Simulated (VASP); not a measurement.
Given:

```
MoS2
1.0
    3.16000     0.00000     0.00000
   -1.58000     2.73664     0.00000
    0.00000     0.00000    12.30000
Mo S
2 4
Direct
  0.66667   0.33333   0.75000
  0.33333   0.66667   0.25000
  0.66667   0.33333   0.37900
  0.33333   0.66667   0.87900
  0.33333   0.66667   0.62100
  0.66667   0.33333   0.12100
```

These are optB88-vdW, VASP's PBE PAW potentials (set 64) (plane waves; VASP 6.6.1) values and carry that method's errors. Numerical set-up: 480 eV cut-off, 9×9×2 Γ-centred mesh, Gaussian smearing of 0.050 eV, potentials Mo_sv S.

Energy and stress use the plane-wave basis of the starting cell.

Task: The ions, cell shape and volume are relaxed. What does this cell relax into?

Result: 
```
MoS2
1.0
    3.19248     0.00000     0.00000
   -1.59624     2.76477     0.00000
    0.00000     0.00000    12.45638
Mo S
2 4
Direct
  0.66667   0.33333   0.75000
  0.33333   0.66667   0.25000
  0.66667   0.33333   0.37598
  0.33333   0.66667   0.87598
  0.33333   0.66667   0.62402
  0.66667   0.33333   0.12402
```
Space group P6_3/mmc (194), at a tolerance of 0.03 Å.

Task: How do energy and volume change from the first to the last step?

Result: The energy (σ→0) changes by -4.6 meV/atom and the volume by +3.4 %, in 9 ionic steps.

The compound is MoS2 in the 2H layered structure. This run relaxes it. Symmetry was kept, so distortions that lower it aren't found.
